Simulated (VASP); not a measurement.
# Nb (Im-3m) under biaxial (001) strain: normal strain, stress, strain energy and elastic moduli with r2SCAN

At 0.5 % biaxial strain, Nb resists stretching and compression almost equally, with in-plane stresses of 1.27 and −1.28 GPa. At 2 % the balance is gone: 4.34 GPa in tension against −5.24 GPa in compression. We examine where this asymmetry enters and which moduli can be taken from the range before it. The question matters for strained films, where linear elasticity is commonly used to turn a measured lattice strain into a stress. Strains and energies are counted from the cubic crystal relaxed with r2SCAN, on a static lattice. The strain lies in the (001) plane, tension is positive, and the normal is free of stress, so the crystal becomes tetragonal (I4/mmm).

## Set-up

The start is an entry of the ASE's table of reference states database. The crystal was relaxed with r2SCAN. Equal strain is imposed in the (001) plane; the strain along the normal is adjusted until the normal stress vanishes, and the atoms are relaxed with r2SCAN. VASP 6.6.1, plane waves with PAW, cutoff 450 eV, no spin polarisation, no spin-orbit coupling, k mesh 25×25×25, static lattice. The same in all rows: band gap on the k mesh at r2SCAN: 0.000 eV.

Notes on method and selection:

- Runs that did not converge, have known faults or may not be shown are not listed, and runs on Ansatz's PAW sets soft_1 and soft_2 are kept to separate tables.

Columns:

- strain (%): strain in the plane (tension positive).
- normal strain (%): strain along the normal.
- stress (GPa): in-plane stress, tension positive.
- strain energy (meV/atom): energy per atom above the relaxed crystal.

Input lines of one member:

```
PREC = Accurate
ENCUT = 450
EDIFF = 1E-07
NELM = 120
ISMEAR = 1
SIGMA = 0.15
LREAL = .FALSE.
ALGO = Normal
METAGGA = R2SCAN
LASPH = .TRUE.
NBANDS = 12
LORBIT = 11
KPAR = 2
IBRION = 1
NSW = 25
```

Command (options for logging and memory left out): `mpirun -np 2 vasp_std`

## The series

```
member  strain (%)  normal strain (%)  stress (GPa)  strain energy (meV/atom)
−2 %    −2.0        2.180              −5.24         12.31
−1.5 %  −1.5        1.614              −3.91         6.99
−1 %    −1.0        1.067              −2.59         3.17
−0.5 %  −0.5        0.530              −1.28         0.86
0 %     0.0         0.006              0.00          −0.02
+0.5 %  0.5         −0.511             1.27          0.51
+1 %    1.0         −1.029             2.46          2.47
+1.5 %  1.5         −1.571             3.54          5.74
+2 %    2.0         −2.199             4.34          10.19
```

Least-squares fits to the whole series, with x = strain (%); R² and errors in the fitted variable (y, or ln y where the fit is in ln y):

```
y                  members  fit                     R²    rms residual  leave-one-out rms  the same for the mean of the others
normal strain (%)  9        y = 0.009667 − 1.077 x  1.00  0.028         0.040              1.6
stress (GPa)       9        y = −0.1567 + 2.444 x   1.00  0.18          0.27               3.6
```

## Why the values move as they do

From −2 % to +2 % the normal strain falls from 2.180 to −2.199 % and the stress rises from −5.24 to 4.34 GPa. The energy grows roughly as the square of the strain on either side of zero.

The simplest model assumes constant cubic moduli and zero normal stress. No internal relaxation enters, because the single atom of the primitive cell sits on a site fixed by symmetry. With e the in-plane strain, n the normal strain and σ the in-plane stress, Hooke's law reads

σ = (C₁₁ + C₁₂)e + C₁₂n

0 = 2C₁₂e + C₁₁n

The second line gives the normal strain:

n = −Re, with R = 2C₁₂/C₁₁

Inserted in the first, it gives the stress:

σ = Me, with M = C₁₁ + C₁₂ − 2C₁₂²/C₁₁

Work is done along two in-plane directions and none along the normal, so dU = 2Vσ de, where V is the volume per atom. Integration gives the energy:

U = ke², with k = VM

The three parameters are therefore R, M and k.

The same two equations separate a change of shape from a change of volume. Their difference and their sum over the three axes are

σ = (C₁₁ − C₁₂)(e − n)

2σ = 3K(2e + n), with the bulk modulus K = (C₁₁ + 2C₁₂)/3

Hence C₁₁ − C₁₂ = M/(1 + R) and K = 2M/[3(2 − R)]. The shear constant C₄₄ does not follow, since this strain contains no shear of the cube angles.

The sign of n has a simple cause. Stretching the plane increases the volume, which the crystal resists, and contraction along the free normal takes back part of the increase. With R close to 1, about half of it is recovered. The contraction costs a change of shape, and the balance between K and C₁₁ − C₁₂ sets R.

## The model against the table

We fix the model on the members −0.5 % and +0.5 %, and count the energy from the 0 % row, whose −0.02 meV/atom is a numerical offset.

- R = (0.530 + 0.511) / 1.0 = 1.041
- M = (1.27 + 1.28) / 1.0 = 2.55 GPa per %, or 2.55 × 100 = 255 GPa
- k = ((0.86 + 0.51) / 2 + 0.02) / (0.5 × 0.5) = 2.82 meV/atom per %²

The moduli follow:

- C₁₁ − C₁₂ = 255 / (1 + 1.041) = 125 GPa
- K = 2 × 255 / (3 × (2 − 1.041)) = 177 GPa
- C₁₁ = 177 + 2 × 125 / 3 = 260 GPa
- C₁₂ = 177 − 125 / 3 = 135 GPa

We take them as good to a few GPa. As a check, k/M gives a volume of 2.82 × 100 / (2.55 × 6.24) = 17.7 Å³ per atom, close to the known atomic volume of niobium (1 GPa Å³ = 6.24 meV).

For four other members the model gives:

**−2 %**
- n = 1.041 × 2 = 2.082 %; table 2.180
- σ = −2.55 × 2 = −5.10 GPa; table −5.24
- U = 2.82 × 4 − 0.02 = 11.26 meV/atom; table 12.31

**−1 %**
- n = 1.041 × 1 = 1.041 %; table 1.067
- σ = −2.55 × 1 = −2.55 GPa; table −2.59
- U = 2.82 × 1 − 0.02 = 2.80 meV/atom; table 3.17

**+1 %**
- n = −1.041 × 1 = −1.041 %; table −1.029
- σ = 2.55 × 1 = 2.55 GPa; table 2.46
- U = 2.82 × 1 − 0.02 = 2.80 meV/atom; table 2.47

**+2 %**
- n = −1.041 × 2 = −2.082 %; table −2.199
- σ = 2.55 × 2 = 5.10 GPa; table 4.34
- U = 2.82 × 4 − 0.02 = 11.26 meV/atom; table 10.19

The energy errors nearly cancel between opposite strains: the mean of the ±2 % rows is (12.31 + 10.19) / 2 = 11.25 meV/atom.

## Where the trend breaks

Largest departures from the fit to the whole series:

```
member  normal strain (%)  fit     computed − fit  in rms residuals
+2 %    −2.199             −2.144  −0.055          1.9
+1 %    −1.029             −1.067  +0.038          1.4
+1.5 %  −1.571             −1.606  +0.035          1.2
−1 %    1.067              1.087   −0.020          0.7
```

The stress fails mainly in tension. The linear value is too high by 5.10 − 4.34 = 0.76 GPa at +2 %, but too small in magnitude by only 0.14 GPa at −2 %. The assumption that fails is that of constant moduli, and the two moduli fail differently. From −2 % to +2 %, K taken row by row from 2σ = 3K(2e + n) falls steadily, as expected when bonds soften on stretching: from 2 × 5.24 / (3 × (4 − 2.180)) = 1.92 GPa per %, or 1.92 × 100 = 192 GPa, to 2 × 4.34 / (3 × (4 − 2.199)) = 1.61 GPa per %, or 1.61 × 100 = 161 GPa. C₁₁ − C₁₂ stays near 125 GPa throughout compression, then drops to 103 GPa at +2 % (4.34 / (2.0 + 2.199) = 1.03 GPa per %). A possible cause is a transfer of electrons between d bands split by the tetragonal strain, which would lower the energy and soften the shear.

The same two moduli account for the departures of the normal strain. The ratio −n/e falls from 2.180 / 2.0 = 1.09 at −2 % to 0.511 / 0.5 = 1.02 at +0.5 %, as K falls. It then rises to 2.199 / 2.0 = 1.10 at +2 %, as C₁₁ − C₁₂ drops and the change of shape becomes cheaper.

The energy shows a different fault. It is lower in tension already at 0.5 %, where the stresses are nearly symmetric. Its slope at zero strain is (0.51 − 0.86) / 1.0 = −0.35 meV/atom per %, although the stress there is 0.00 GPa. A plausible cause is the finite plane-wave basis, which shifts the computed stress but hardly the energy differences. A crystal relaxed to zero computed stress is then slightly too small, so its energy still falls on stretching; a higher cutoff would test this. An isotropic stress error of 0.35 / (1.11 × 0.959) = 0.33 GPa would account for it, with V = 2.82 / 2.55 = 1.11 meV/atom per GPa % and 2 − R = 2 − 1.041 = 0.959.

## Rules of thumb and their limits

With the small-strain modulus of 255 GPa, linear elasticity gives the stress to within about 4 % in the rows from −2 % to +1 %. The error then grows to 7 % of the linear value at +1.5 % and 15 % at +2 %. The straight line through the whole series has a slope of only 244 GPa, because it averages over the softening in tension; its R² of 1.00 does not reveal this.

The omitted effect that rivals the stresses themselves is plastic flow. Ordinary ductile metals yield at roughly a few tenths of a GPa, so in bulk metal flow would remove most of the 4 to 5 GPa found at ±2 %. The calculated stresses apply to a crystal that stays free of dislocations.

[Logs are printed without paths, hosts, clocks, repeated set-up lines and the standing remarks that a program may print on its own settings, such as how far it seeks lower states.]
